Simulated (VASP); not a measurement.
An input for Ansatz (written as the equivalent of a VASP run, and not itself run):

Ansatz 0.2 input:
```yaml
crystal:
  lattice:
    - [0.0000000, 3.3016500, 3.3016500]
    - [3.3016500, 0.0000000, 3.3016500]
    - [3.3016500, 3.3016500, 0.0000000]
  atoms:
    - { symbol: K, position: [0.0000000, 0.0000000, 0.0000000] }
    - { symbol: Br, position: [0.5000000, 0.5000000, 0.5000000] }
kpoints:
  mp_grid: { grid: [7, 7, 7] }
hamiltonian:
  xc: pbe
  pseudopotentials: { kind: paw }
scf:
  occupations: { method: fermi_dirac, width: 0.05 }
  max_iter: 100
output: { forces: true, stress: true, eigenvalues: true }
```

Question: Write the VASP files for the same calculation (PBE).

Answer: Several could match; the one computed here: 
KPOINTS:
```
Automatic mesh
0
Gamma
7 7 7
0 0 0
```

### INCAR
```
SYSTEM = KBr
PREC = Accurate
ENCUT = 300
EDIFF = 1E-6
NELM = 100
ALGO = Normal
LREAL = .FALSE.
LASPH = .TRUE.
ISMEAR = -1
SIGMA = 0.05
GGA = PE
LMAXMIX = 4
LWAVE = .FALSE.
LCHARG = .FALSE.
ISIF = 2
```

**POSCAR**
```
KBr
1
    0.0000000000     3.3016500000     3.3016500000
    3.3016500000     0.0000000000     3.3016500000
    3.3016500000     3.3016500000     0.0000000000
K Br
1 1
Direct
  0.0000000000   0.0000000000   0.0000000000
  0.5000000000   0.5000000000   0.5000000000
```

POTCAR, in this order: K_sv Br (PBE.64 set). Program: vasp_std.

Limits of the translation: each code has its own PAW files, so the cut-off isn't converted (ENCUT is set for VASP's; basis.ecutwfc is left out, and Ansatz then takes the one that its files recommend); Ansatz stops its SCF on the density residual and VASP on the energy change (EDIFF).

The structure is a typed KBr crystal (Fm-3m). The cell was not relaxed at this level.
